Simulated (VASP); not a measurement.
Here is the system:

```yaml
crystal:
  lattice:
    - [4.07341, 0.00000, 0.00000]
    - [0.00000, 4.07341, 0.00000]
    - [0.00000, 0.00000, 4.07341]
  atoms:
    - { symbol: K, position: [0.00000, 0.00000, 0.00000] }
    - { symbol: Zn, position: [0.50000, 0.50000, 0.50000] }
    - { symbol: F, position: [0.50000, 0.00000, 0.50000] }
    - { symbol: F, position: [0.00000, 0.50000, 0.50000] }
    - { symbol: F, position: [0.50000, 0.50000, 0.00000] }
```

All values below come from vdW-DF2, VASP's PBE PAW potentials (set 64) (plane waves; VASP). Settings: 520 eV cut-off, 5×5×5 Γ-centred mesh, Gaussian smearing of 0.050 eV, potentials K_sv Zn F.

**Question.** Give the stress tensor in GPa (positive for a compressed cell).

**Answer.** 
```
5.13  0.00  0.00
0.00  5.13  0.00
0.00  0.00  5.13
```
The pressure is its mean diagonal, 5.13 GPa.

The compound is KZnF3 in the cubic perovskite structure. This cell is one point of a volume scan, at 0.94 of the reference volume.
